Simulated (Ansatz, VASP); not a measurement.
# Cross-check of BePd3C between VASP and Ansatz, part 2 of 2

One calculation is typed for both programs; each brings its own data sets. How far apart do they land? The cell is generated by rule, not measured, and may not be a known phase. The cell is taken from a series of runs on this material, whose earlier steps may have relaxed, scaled, displaced or heated it; both programs get it as it stands.

VASP 6.6.1 and Ansatz 0.2.0.

So far: The starting structure; Ansatz: relaxation of cell and atoms, PBEsol.

**3. VASP: relaxation of cell and atoms, PBEsol**

Level of this step: PBEsol; plane waves and PAW (Be, Pd, C); invented cell (VASP).

The same cell, functional, mesh and smearing now go to VASP, with its own data sets.

Lines of VASP's logs that name or quote its potential files are left out, and so is its time.

INCAR

```
SYSTEM = BePd3C
PREC = Accurate
ENCUT = 600
EDIFF = 1E-07
NELM = 120
ISMEAR = 1
SIGMA = 0.2
LREAL = .FALSE.
ALGO = Normal
GGA = PS
NBANDS = 24
LASPH = .TRUE.
LORBIT = 11
LWAVE = .FALSE.
LCHARG = .FALSE.
ISIF = 3
IBRION = 2
NSW = 80
EDIFFG = -0.005
GGA_COMPAT = .FALSE.
NELMIN = 4
KPAR = 2
```

POSCAR

```
BePd3C
1.0
    4.0136960000      0.0000000000      0.0000000000
    0.0000000000      4.0130090000      0.0000000000
   -0.2915720000      0.0000000000      4.0962820000
Be Pd C
1 3 1
Direct
    0.0402503626      0.0000000000      0.8844701122
    0.5008887223      0.0000000000      0.5248105477
    0.9948594972      0.5000001246      0.5289211046
    0.5019383948      0.5000001246      0.9978431661
    0.4892151075      0.5000001246      0.4747737094
```

KPOINTS

```
Automatic mesh
0
Gamma
10 10 10
0 0 0
```

Potentials, in the order of the species: Be, Pd and C (PBE family, release 64).

Run with:

```
mpirun -np 2 vasp_std
```

Numbers of over 12 decimals in the logs are rounded to 6 here.

Output:

```text
[banner, memory and clock lines left out]
running    2 mpi-ranks, on    1 nodes
 distrk:  each k-point on    1 cores,    2 groups
 distr:  one band on    1 cores,    1 groups

 POSCAR found type information on POSCAR BePdC
 POSCAR found :  3 types and       5 ions
|                                                                             |
|               ----> ADVICE to this user running VASP <----                  |
|                                                                             |
|     You enforced a specific xc type in the INCAR file but a different       |
|     [... a line on the potential file left out ...]
|     I HOPE YOU KNOW WHAT YOU ARE DOING!                                     |
|                                                                             |

 LDA part: xc-table for (Slater+PW92), standard interpolation
 POSCAR, INCAR and KPOINTS ok, starting setup
 FFT: planning ... GRIDC
 FFT: planning ... GRID_SOFT
 FFT: planning ... GRID
 WAVECAR not read
 entering main loop
       N       E                     dE             d eps       ncg     rms          rms(c)
DAV:   1     0.229902593353E+03    0.22990E+03   -0.19484E+04 14976   0.160E+03
DAV:   2    -0.234167119088E+02   -0.25332E+03   -0.24062E+03 16656   0.333E+02
DAV:   3    -0.332143991964E+02   -0.97977E+01   -0.95627E+01 18768   0.694E+01
DAV:   4    -0.333667456200E+02   -0.15235E+00   -0.15228E+00 16504   0.958E+00
DAV:   5    -0.333692703338E+02   -0.25247E-02   -0.25245E-02 18960   0.125E+00    0.249E+01
DAV:   6    -0.308281604352E+02    0.25411E+01   -0.13667E+01 18304   0.310E+01    0.909E+00
DAV:   7    -0.305107894358E+02    0.31737E+00   -0.16407E+00 16384   0.117E+01    0.698E+00
DAV:   8    -0.304674632760E+02    0.43326E-01   -0.25052E-01 18016   0.418E+00    0.111E+00
DAV:   9    -0.304515275146E+02    0.15936E-01   -0.75373E-02 17944   0.369E+00    0.483E-01
DAV:  10    -0.304486482512E+02    0.28793E-02   -0.13691E-02 17712   0.131E+00    0.157E-01
DAV:  11    -0.304486297062E+02    0.18545E-04   -0.97316E-04 16800   0.283E-01    0.968E-02
DAV:  12    -0.304486232272E+02    0.64790E-05   -0.24657E-04 17928   0.211E-01    0.532E-02
DAV:  13    -0.304486077730E+02    0.15454E-04   -0.65817E-05 17512   0.109E-01    0.191E-02
DAV:  14    -0.304486051108E+02    0.26623E-05   -0.98859E-06 18024   0.227E-02    0.433E-03
DAV:  15    -0.304486052379E+02   -0.12709E-06   -0.92339E-07 15928   0.708E-03    0.101E-03
DAV:  16    -0.304486052315E+02    0.64047E-08   -0.55388E-08  8744   0.234E-03
   1 F= -.30448605E+02 E0= -.30449203E+02  d E =-.304486E+02
[... from here on, the cycles between the ionic steps are left out ...]
   2 F= -.30448645E+02 E0= -.30449219E+02  d E =-.392950E-04
   3 F= -.30448647E+02 E0= -.30449225E+02  d E =-.420326E-04
   7 F= -.30448693E+02 E0= -.30449266E+02  d E =-.196502E-04
   8 F= -.30448693E+02 E0= -.30449257E+02  d E =-.201605E-04
   9 F= -.30448697E+02 E0= -.30449266E+02  d E =-.238798E-04
  10 F= -.30448704E+02 E0= -.30449264E+02  d E =-.703623E-05
  11 F= -.30448715E+02 E0= -.30449251E+02  d E =-.183206E-04
  12 F= -.30448715E+02 E0= -.30449245E+02  d E =-.186437E-04
  13 F= -.30448724E+02 E0= -.30449236E+02  d E =-.813229E-05
  14 F= -.30448729E+02 E0= -.30449213E+02  d E =-.136448E-04
  15 F= -.30448735E+02 E0= -.30449211E+02  d E =-.625273E-05
  16 F= -.30448738E+02 E0= -.30449201E+02  d E =-.903623E-05
  17 F= -.30448741E+02 E0= -.30449202E+02  d E =-.320574E-05
 ZBRENT: can't locate minimum, use default step
 trial-energy change:   -0.000003  1 .order   -0.000003   -0.000004   -0.000003
 step:   0.6869(harm=  1.0867)  dis= 0.00065  next Energy=   -30.448750 (dE=-0.116E-04)
 bond charge predicted
       N       E                     dE             d eps       ncg     rms          rms(c)
DAV:   1    -0.304487659500E+02   -0.24585E-04   -0.70289E-03 14976   0.483E-01    0.359E-02
DAV:   2    -0.304487535923E+02    0.12358E-04   -0.17879E-04 18720   0.123E-01    0.188E-02
DAV:   3    -0.304487501228E+02    0.34694E-05   -0.29052E-05 17240   0.748E-02    0.140E-02
DAV:   4    -0.304487479226E+02    0.22002E-05   -0.67737E-06 17872   0.342E-02    0.565E-03
DAV:   5    -0.304487475782E+02    0.34445E-06   -0.18749E-06 17608   0.102E-02    0.174E-03
DAV:   6    -0.304487476150E+02   -0.36776E-07   -0.96418E-08  8592   0.304E-03
  18 F= -.30448748E+02 E0= -.30449199E+02  d E =-.945553E-05
 curvature:  -3.17 expect dE=-0.176E-04 dE for cont linesearch -0.118E-05
 trial: gam=-0.17838 g(F)=  0.174E-05 g(S)=  0.381E-05 ort = 0.757E-05 (trialstep = 0.275E+00)
 search vector abs. value=  0.776E-05
 reached required accuracy - stopping structural energy minimisation
```

From OUTCAR (step 3):

```text
ion  position               nearest neighbor table
   1  0.040  0.000  0.884-   2 2.45   3 2.48   3 2.48   2 2.53   4 2.75   4 2.75
   2  0.501  0.000  0.525-   5 2.02   5 2.02   1 2.45   1 2.53   4 2.79   4 2.79   3 2.82   3 2.82
                             3 2.86   3 2.86   4 2.95   4 2.95
   3  0.995  0.500  0.529-   5 2.01   5 2.03   1 2.48   1 2.48   4 2.70   2 2.82   2 2.82   4 2.84
                             2 2.86   2 2.86   4 2.86   4 3.09
   4  0.502  0.500  0.998-   5 1.96   5 2.15   3 2.70   1 2.75   1 2.75   2 2.79   2 2.79   3 2.84
                             3 2.86   2 2.95   2 2.95   3 3.09
   5  0.489  0.500  0.475-   4 1.96   3 2.01   2 2.02   2 2.02   3 2.03   4 2.15

  LATTYP: Found a simple monoclinic cell.
 ALAT       =     4.0136960000
 B/A-ratio  =     0.9998288361
 C/A-ratio  =     1.0231581786
 COS(beta)  =    -0.0710000346

 Subroutine GETGRP returns: Found  2 space group operations
 (whereof  2 operations were pure point group operations)

The static configuration has the point symmetry C_1h.

 Found    312 irreducible k-points:

   k-points           NKPTS =    312   k-points in BZ     NKDIM =    312   number of bands    NBANDS=     24

   dimension x,y,z NGX =    32 NGY =   32 NGZ =   36
   dimension x,y,z NGXF=    64 NGYF=   64 NGZF=   72

   ENCUT  =  600.0 eV  44.10 Ry    6.64 a.u.   8.02  8.01  8.20*2*pi/ulx,y,z

   NELECT =      36.0000    total number of electrons

 k-points in reciprocal lattice and weights: Automatic mesh
   0.00000000  0.00000000  0.00000000       0.001
   0.10000000  0.00000000 -0.00000000       0.002
   0.20000000  0.00000000 -0.00000000       0.002
   0.30000000  0.00000000 -0.00000000       0.002
   0.40000000  0.00000000 -0.00000000       0.002
   0.50000000  0.00000000 -0.00000000       0.001
   0.00000000  0.10000000  0.00000000       0.002
   0.10000000  0.10000000 -0.00000000       0.004
   0.20000000  0.10000000 -0.00000000       0.004
[...]
0.40000000  0.50000000  0.50000000       0.002
   0.50000000  0.50000000  0.50000000       0.001

 average (electrostatic) potential at core
       1 -32.4633       2 -72.7032       3 -72.7490       4 -72.5819       5 -47.7992

 E-fermi :   8.3634

 k-point     1 :       0.0000    0.0000    0.0000
  band No.  band energies     occupation
    ...
     15       6.3528      2.00000
     16       7.1180      2.00000
     17       7.1855      2.00000
     18       7.2291      2.00000
     19       7.4130      2.00000
     20      11.3279     -0.00000
     21      11.3436     -0.00000
     22      11.4577     -0.00000
     23      11.8906     -0.00000
     24      14.5098      0.00000

 k-point     2 :       0.1000    0.0000   -0.0000
  band No.  band energies     occupation
    ...
     15       6.3651      2.00000
     16       7.1640      2.00000
     17       7.1762      2.00000
     18       7.4118      2.00000
     19       7.4742      2.00000
     20      11.0309     -0.00000
     21      11.4391     -0.00000
     22      11.6741     -0.00000
     23      12.0188     -0.00000
     24      14.5953      0.00000

 k-point     3 :       0.2000    0.0000   -0.0000
  band No.  band energies     occupation
    ...
     15       6.4196      2.00000
     16       7.0456      2.00000
     17       7.1607      2.00000
     18       7.7383      2.00009
     19       7.7911      2.00040
     20      10.8523     -0.00000
     21      11.7338     -0.00000
     22      11.7488     -0.00000
     23      12.3449     -0.00000
     24      14.7435      0.00000

  Total       -0.0065472     -0.0142898     -0.0115815      0.0000000      0.0000000     -0.0026137
  in kB       -0.1590892     -0.3472235     -0.2814150      0.0000000      0.0000000     -0.0635090
  external PRESSURE =      -0.2625759 kB  Pullay stress =       0.0000000 kB

  energy-cutoff  :      600.00
  volume of cell :       65.94
      direct lattice vectors                 reciprocal lattice vectors
     4.016766142  0.000000000 -0.001643250     0.248963801  0.000000000  0.017871228
     0.000000000  4.015163558  0.000000000     0.000000000  0.249055857  0.000000000
    -0.293480616  0.000000000  4.088473956     0.000100064  0.000000000  0.244597221

 POSITION                                       TOTAL-FORCE (eV/Angst)
 -----------------------------------------------------------------------------------
     -0.09538      0.00000      3.62324         0.000674      0.000000     -0.000318
      1.85567      0.00000      2.13712         0.000930      0.000000     -0.001413
      3.84045      2.00758      2.15733        -0.000623      0.000000     -0.000456
      1.72394      2.00758      4.07688        -0.003832      0.000000      0.002938
      1.82528      2.00758      1.94632         0.002851      0.000000     -0.000751
 -----------------------------------------------------------------------------------
    total drift:                               -0.000349     -0.000490     -0.000591

  FREE ENERGIE OF THE ION-ELECTRON SYSTEM (eV)
  ---------------------------------------------------
  free  energy   TOTEN  =       -30.4487476150 eV

  energy  without entropy=      -30.4501014903  energy(sigma->0) =      -30.44919891

 reached required accuracy - stopping structural energy minimisation

 total charge
# of ion       s       p       d       tot
------------------------------------------
    1        0.348   0.398   0.000   0.746
    2        0.499   0.665   8.588   9.751
    3        0.501   0.671   8.581   9.754
    4        0.470   0.621   8.561   9.652
    5        0.874   1.475   0.000   2.349
--------------------------------------------------
tot          2.692   3.830  25.730  32.252

[... 3 further parts left out ...]
```

The run keeps the 2 symmetry operations of its start, so it cannot find a distortion of lower symmetry.

**4. Side by side**

Known differences besides the potentials themselves: the data sets hold 60 valence electrons in Ansatz (on its default PAW (the set named soft_2) files) and 36 in VASP; the cutoff is 420 eV in Ansatz and 600 eV in VASP; Ansatz makes its cores anew for this functional, VASP keeps those of its PBE data sets; Ansatz adds a Pulay correction to the stress that steers its cell, VASP none. Total energies have different zeros and are not compared.

Compared:

```
                                         quantity  Ansatz   VASP  difference
                                      volume (Å³)   65.98  65.94     +0.07 %
edge a after relaxation, in the typed setting (Å)   4.013  4.017     -0.09 %
edge b after relaxation, in the typed setting (Å)   4.013  4.015     -0.07 %
edge c after relaxation, in the typed setting (Å)   4.108  4.099     +0.22 %
```

**5. Summary of results**

```
difference in edge c after relaxation, in the typed setting (relaxation of cell and atoms, PBEsol) : 0.22 %
```

What this shows: The difference in edge c after relaxation, in the typed setting is 0.22 % (relaxation of cell and atoms, PBEsol), within the 1.2 % picked in this series as the mark of a large difference, as far as the stopping tolerances let one tell. The data sets hold unlike numbers of valence electrons (60 in Ansatz and 36 in VASP), so part of the differences comes from the potentials. How closely two codes agree says nothing of how well the functional describes the real material.

[Lines on the potential files, build, host, timing and source positions are cut from VASP's logs without a mark.]

[Logs are printed without paths, hosts, clocks, repeated set-up lines and the standing remarks that a program may print on its own settings, such as how far it seeks lower states.]

[Hosts, paths, dates, database ids (printed as entryN), source tags and the programs' standing remarks are cut or masked in the printed files.]
